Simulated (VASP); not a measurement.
Data:

```
CELL_PARAMETERS angstrom
      0.00000     2.66784     2.66784
      2.66784     0.00000     2.66784
      2.66784     2.66784     0.00000
ATOMIC_POSITIONS crystal
  Si 0.25000 0.25000 0.25000
  Si 0.75000 0.75000 0.75000
  Ni 0.00000 0.00000 0.00000
```

Method: PBE GGA with D4 dispersion, VASP's PBE PAW potentials (set 64) (plane waves; VASP). Run with 520 eV cut-off, 10×10×10 Γ-centred mesh, first-order Methfessel-Paxton smearing of 0.10 eV, potentials Si Ni.

**Question.** Predict the energy per atom (σ→0), pressure, band gap (on the k-mesh) with the smallest direct gap where there is one.

**Answer.** 
| Quantity | Value |
|---|---|
| band gap (on the k-mesh) | none (metal, semimetal or under 0.01 eV) |
| energy per atom (σ→0) | -6.239 eV/atom |
| pressure | 4.70 GPa |

Total energies compare only between runs with the same potentials, cut-off and functional.

The compound is NiSi2 in the fluorite structure. This cell is one point of a volume scan, at 0.97 of the reference volume. The run is not spin-polarised, so no magnetic state was tried.
